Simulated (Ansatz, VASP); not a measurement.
# SiC: VASP beside Ansatz, part 2 of 3

Wanted: the spread between two codes on one cell, functional and k mesh. The cell is taken from a series of runs on this material, whose earlier steps may have relaxed, scaled, displaced or heated it; both programs get it as it stands.

VASP 6.6.1 and Ansatz 0.2.0.

So far: The structure; VASP: zone-centre phonons, LDA.

## 2. VASP: zone-centre phonons, LDA (continued)

Level of this step: LDA; plane waves and PAW (C, Si) (VASP).

OUTCAR, selected parts (step 2):

```text
ion  position               nearest neighbor table
   1  0.667  0.333  0.750-   7 1.90   7 1.90   7 1.90   5 1.91
   2  0.333  0.667  0.250-   8 1.90   8 1.90   8 1.90   6 1.91
   3  1.000  1.000  0.500-   6 1.90   6 1.90   6 1.90   7 1.90
   4  1.000  1.000  0.000-   5 1.90   5 1.90   5 1.90   8 1.90
   5  0.667  0.333  0.938-   4 1.90   4 1.90   4 1.90   1 1.91   7 3.10   7 3.10   7 3.10   8 3.10
                             8 3.10   8 3.10
   6  0.333  0.667  0.438-   3 1.90   3 1.90   3 1.90   2 1.91   8 3.10   8 3.10   8 3.10   7 3.10
                             7 3.10   7 3.10
   7  1.000  1.000  0.688-   1 1.90   1 1.90   1 1.90   3 1.90   5 3.10   5 3.10   5 3.10   6 3.10
                             6 3.10   6 3.10
   8  1.000  1.000  0.188-   2 1.90   2 1.90   2 1.90   4 1.90   6 3.10   6 3.10   6 3.10   5 3.10
                             5 3.10   5 3.10

  LATTYP: Found a hexagonal cell.
 ALAT       =     3.0985391585
 C/A-ratio  =     3.2742299627

 Subroutine GETGRP returns: Found 12 space group operations
 (whereof  6 operations were pure point group operations)

The static configuration has the point symmetry C_3v.
 The point group associated with its full space group is C_6v.

 Found     36 irreducible k-points:

   k-points           NKPTS =     36   k-points in BZ     NKDIM =     36   number of bands    NBANDS=     24

   dimension x,y,z NGX =    28 NGY =   28 NGZ =   84
   dimension x,y,z NGXF=    56 NGYF=   56 NGZF=  168

   ENCUT  =  600.0 eV  44.10 Ry    6.64 a.u.   6.19  6.19 20.26*2*pi/ulx,y,z

   NELECT =      32.0000    total number of electrons

 k-points in reciprocal lattice and weights: Automatic mesh
   0.00000000  0.00000000  0.00000000       0.003
   0.11111111  0.00000000  0.00000000       0.019
   0.22222222  0.00000000  0.00000000       0.019
   0.33333333  0.00000000  0.00000000       0.019
   0.44444444  0.00000000  0.00000000       0.019
   0.11111111  0.11111111  0.00000000       0.019
   0.22222222  0.11111111  0.00000000       0.037
   0.33333333  0.11111111  0.00000000       0.037
   0.44444444  0.11111111  0.00000000       0.019
[...]
0.33333333  0.22222222  0.50000000       0.037
   0.33333333  0.33333333  0.50000000       0.006

 average (electrostatic) potential at core
       1 -49.2814       2 -49.2814       3 -49.3382       4 -49.3382       5 -82.2326
       6 -82.2326       7 -82.1888       8 -82.1888

   1 f  =   26.528171 THz   166.681417 2PiTHz  884.884548 cm-1   109.711652 meV
             X         Y         Z           dx          dy          dz
      1.549270  0.894471  7.606883     0.000000    0.000000    0.172954
     -0.000000  1.788942  2.534218    -0.000000   -0.000000   -0.172954
      1.549270  2.683414  5.077273     0.000000    0.000000    0.590850
      1.549270  2.683414  0.004608    -0.000000    0.000000   -0.590850
      1.549270  0.894471  9.515025    -0.000000   -0.000000    0.196421
     -0.000000  1.788942  4.442360    -0.000000    0.000000   -0.196421
      1.549270  2.683414  6.978778    -0.000000   -0.000000   -0.287057
      1.549270  2.683414  1.906113     0.000000   -0.000000    0.287057

   2 f  =   26.263300 THz   165.017183 2PiTHz  876.049402 cm-1   108.616234 meV
             X         Y         Z           dx          dy          dz
      1.549270  0.894471  7.606883     0.000000    0.000000   -0.588187
     -0.000000  1.788942  2.534218    -0.000000   -0.000000    0.588187
      1.549270  2.683414  5.077273     0.000000    0.000000    0.174885
      1.549270  2.683414  0.004608     0.000000   -0.000000   -0.174885
      1.549270  0.894471  9.515025    -0.000000   -0.000000    0.287346
     -0.000000  1.788942  4.442360    -0.000000    0.000000   -0.287346
      1.549270  2.683414  6.978778    -0.000000   -0.000000    0.202197
      1.549270  2.683414  1.906113    -0.000000    0.000000   -0.202197

   3 f  =   24.092924 THz   151.380308 2PiTHz  803.653448 cm-1    99.640284 meV
             X         Y         Z           dx          dy          dz
      1.549270  0.894471  7.606883    -0.000000    0.000000   -0.472742
     -0.000000  1.788942  2.534218    -0.000000    0.000000   -0.472742
      1.549270  2.683414  5.077273    -0.000000   -0.000000    0.523071
      1.549270  2.683414  0.004608    -0.000000    0.000000    0.523071
      1.549270  0.894471  9.515025     0.000000   -0.000000   -0.050889
     -0.000000  1.788942  4.442360     0.000000    0.000000   -0.050889
      1.549270  2.683414  6.978778     0.000000   -0.000000    0.017928
      1.549270  2.683414  1.906113     0.000000    0.000000    0.017928

   4 f  =   22.929872 THz   144.072636 2PiTHz  764.858209 cm-1    94.830289 meV
             X         Y         Z           dx          dy          dz
      1.549270  0.894471  7.606883     0.233440    0.333034    0.000000
     -0.000000  1.788942  2.534218     0.233440    0.333034   -0.000000
      1.549270  2.683414  5.077273     0.246783    0.352070    0.000000
      1.549270  2.683414  0.004608     0.246783    0.352070    0.000000
      1.549270  0.894471  9.515025    -0.160237   -0.228600   -0.000000
     -0.000000  1.788942  4.442360    -0.160237   -0.228600   -0.000000
      1.549270  2.683414  6.978778    -0.153808   -0.219428    0.000000
      1.549270  2.683414  1.906113    -0.153808   -0.219428   -0.000000

   5 f  =   22.929872 THz   144.072636 2PiTHz  764.858209 cm-1    94.830289 meV
             X         Y         Z           dx          dy          dz
      1.549270  0.894471  7.606883     0.333034   -0.233440   -0.000000
     -0.000000  1.788942  2.534218     0.333034   -0.233440   -0.000000
      1.549270  2.683414  5.077273     0.352070   -0.246783   -0.000000
      1.549270  2.683414  0.004608     0.352070   -0.246783   -0.000000
      1.549270  0.894471  9.515025    -0.228600    0.160237    0.000000
     -0.000000  1.788942  4.442360    -0.228600    0.160237    0.000000
      1.549270  2.683414  6.978778    -0.219428    0.153808    0.000000
      1.549270  2.683414  1.906113    -0.219428    0.153808    0.000000

   6 f  =   22.532121 THz   141.573489 2PiTHz  751.590639 cm-1    93.185321 meV
             X         Y         Z           dx          dy          dz
      1.549270  0.894471  7.606883     0.265914    0.379370    0.000000
     -0.000000  1.788942  2.534218    -0.265914   -0.379370    0.000000
      1.549270  2.683414  5.077273    -0.222635   -0.317625    0.000000
      1.549270  2.683414  0.004608     0.222635    0.317625    0.000000
      1.549270  0.894471  9.515025    -0.156496   -0.223266   -0.000000
     -0.000000  1.788942  4.442360     0.156496    0.223266   -0.000000
      1.549270  2.683414  6.978778    -0.141270   -0.201544   -0.000000
      1.549270  2.683414  1.906113     0.141270    0.201544   -0.000000

   7 f  =   22.532121 THz   141.573489 2PiTHz  751.590639 cm-1    93.185321 meV
             X         Y         Z           dx          dy          dz
      1.549270  0.894471  7.606883    -0.379370    0.265914    0.000000
     -0.000000  1.788942  2.534218     0.379370   -0.265914    0.000000
      1.549270  2.683414  5.077273     0.317625   -0.222635    0.000000
      1.549270  2.683414  0.004608    -0.317625    0.222635    0.000000
      1.549270  0.894471  9.515025     0.223266   -0.156496   -0.000000
     -0.000000  1.788942  4.442360    -0.223266    0.156496   -0.000000
      1.549270  2.683414  6.978778     0.201544   -0.141270   -0.000000
      1.549270  2.683414  1.906113    -0.201544    0.141270   -0.000000

   8 f  =   22.471726 THz   141.194017 2PiTHz  749.576088 cm-1    92.935549 meV
             X         Y         Z           dx          dy          dz
      1.549270  0.894471  7.606883    -0.000000    0.000000   -0.448119
     -0.000000  1.788942  2.534218     0.000000   -0.000000   -0.448119
      1.549270  2.683414  5.077273     0.000000   -0.000000   -0.387209
      1.549270  2.683414  0.004608    -0.000000    0.000000   -0.387209
      1.549270  0.894471  9.515025     0.000000   -0.000000    0.277558
     -0.000000  1.788942  4.442360    -0.000000    0.000000    0.277558
      1.549270  2.683414  6.978778     0.000000   -0.000000    0.268739
      1.549270  2.683414  1.906113    -0.000000    0.000000    0.268739

   9 f  =   22.289231 THz   140.047367 2PiTHz  743.488710 cm-1    92.180810 meV
             X         Y         Z           dx          dy          dz
      1.549270  0.894471  7.606883    -0.220713   -0.314884    0.000000
     -0.000000  1.788942  2.534218     0.220713    0.314884    0.000000
      1.549270  2.683414  5.077273    -0.264896   -0.377918    0.000000
      1.549270  2.683414  0.004608     0.264896    0.377918    0.000000
      1.549270  0.894471  9.515025    -0.142461   -0.203244   -0.000000
     -0.000000  1.788942  4.442360     0.142461    0.203244   -0.000000
      1.549270  2.683414  6.978778     0.159829    0.228022   -0.000000
      1.549270  2.683414  1.906113    -0.159829   -0.228022   -0.000000

  10 f  =   22.289231 THz   140.047367 2PiTHz  743.488710 cm-1    92.180810 meV
             X         Y         Z           dx          dy          dz
      1.549270  0.894471  7.606883    -0.314884    0.220713   -0.000000
     -0.000000  1.788942  2.534218     0.314884   -0.220713   -0.000000
      1.549270  2.683414  5.077273    -0.377918    0.264896   -0.000000
      1.549270  2.683414  0.004608     0.377918   -0.264896   -0.000000
      1.549270  0.894471  9.515025    -0.203244    0.142461    0.000000
     -0.000000  1.788942  4.442360     0.203244   -0.142461    0.000000
      1.549270  2.683414  6.978778     0.228022   -0.159829    0.000000
      1.549270  2.683414  1.906113    -0.228022    0.159829    0.000000

  11 f  =   21.990915 THz   138.172995 2PiTHz  733.537969 cm-1    90.947076 meV
             X         Y         Z           dx          dy          dz
      1.549270  0.894471  7.606883    -0.253899   -0.362228   -0.000000
     -0.000000  1.788942  2.534218    -0.253899   -0.362228    0.000000
      1.549270  2.683414  5.077273     0.241539    0.344594    0.000000
      1.549270  2.683414  0.004608     0.241539    0.344594    0.000000
    [... 145 further lines ...]
      1.549270  2.683414  6.978778     0.205990   -0.364168   -0.000000
      1.549270  2.683414  1.906113     0.205990   -0.364168   -0.000000

 MACROSCOPIC STATIC DIELECTRIC TENSOR IONIC CONTRIBUTION
 ------------------------------------------------------
           3.376547     0.000000     0.000000
           0.000000     3.376547     0.000000
           0.000000     0.000000     3.760608
 ------------------------------------------------------

 ELASTIC MODULI CONTR FROM IONIC RELAXATION (kBar)
 Direction    XX          YY          ZZ          XY          YZ          ZX
 --------------------------------------------------------------------------------
 XX        -345.2091    205.9417    134.2089     -0.0000     -0.0000      0.0000
 YY         205.9417   -345.2091    134.2089     -0.0000      0.0000     -0.0000
 ZZ         134.2089    134.2089   -259.7730      0.0000      0.0000      0.0000
 XY          -0.0000     -0.0000      0.0000   -275.5754      0.0000      0.0000
 YZ           0.0000      0.0000      0.0000      0.0000    -71.8207     -0.0000
 ZX           0.0000     -0.0000      0.0000      0.0000     -0.0000    -77.8432
 --------------------------------------------------------------------------------

 PIEZOELECTRIC TENSOR IONIC CONTR  for field in x, y, z        (C/m^2)
          XX          YY          ZZ          XY          YZ          ZX
  --------------------------------------------------------------------------------
  x    -0.00000     0.00000    -0.00000    -0.00000     0.00000     0.48057
  y     0.00000     0.00000    -0.00000    -0.00000     0.46127     0.00000
  z     0.48026     0.48026    -0.92820     0.00000     0.00000     0.00000
```

(Part 2 of 3 ends here.)

[Lines on the potential files, build, host, timing and source positions are cut from VASP's logs without a mark.]

[Logs are printed without paths, hosts, clocks, repeated set-up lines and the standing remarks that a program may print on its own settings, such as how far it seeks lower states.]

[Hosts, paths, dates, database ids (printed as entryN), source tags and the programs' standing remarks are cut or masked in the printed files.]
